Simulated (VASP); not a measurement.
Crystal: TlBiO4.

```
Tl Bi O
1.0
     0.00000    3.42544    3.42544
     3.42544    0.00000    3.42544
     3.42544    3.42544    0.00000
Tl Bi O
1 1 4
Direct
  0.75000 0.75000 0.75000
  0.00000 0.00000 0.00000
  0.37477 0.37477 0.37477
  0.87568 0.37477 0.37477
  0.37477 0.37477 0.87568
  0.37477 0.87568 0.37477
```

The cell was built by a generator and needn't be a form met in nature.

* Program: VASP 6.6.1
* Task: single point
* Functional: PBE
* Potentials or basis: VASP PAW PBE potentials, release 64 (Tl_d, Bi_d, O)
* Cutoff: 520 eV
* k mesh: 7 × 7 × 7
* Occupations: fermi-dirac, width 0.05 eV
* Spin: no spin polarisation

On this cell: pressure -0.1 GPa; largest force 0.009 eV/Å; band gap on the k mesh none (metal or under the smearing width).

The same run follows on a disturbed copy (atoms moved at random, drawn with an rms of 0.05 Å):

```
CELL_PARAMETERS angstrom
0.00000 3.42544 3.42544
3.42544 0.00000 3.42544
3.42544 3.42544 0.00000
ATOMIC_POSITIONS crystal
Tl 0.76107 0.74604 0.74200
Bi 0.99009 0.00384 0.99617
O 0.38751 0.36997 0.36620
O 0.88631 0.36157 0.39474
O 0.36674 0.38281 0.87704
O 0.36720 0.87606 0.38410
```

Task: What changes?

Result: The energy (extrapolated to zero smearing) moves by -3.6 meV/atom; pressure 0.3 GPa; largest force 0.380 eV/Å; band gap on the k mesh none (metal or under the smearing width).

Forces on the atoms (eV/Å):
```
Tl   0.207 -0.211 -0.199
Bi  -0.250 -0.190  0.110
O   -0.172  0.141  0.183
O    0.249  0.263 -0.116
O   -0.003 -0.110  0.045
O   -0.030  0.106 -0.023
```

Stress tensor (GPa, compression positive):
```
-0.10  0.88  1.42
 0.88  0.03 -0.73
 1.42 -0.73  0.94
```

The energy falls, though the first cell shows no forces: that form is unstable against this distortion, unless noise or another electronic state is at work.

Caveats: spin-orbit coupling is left out, which moves the levels of the heavy elements.
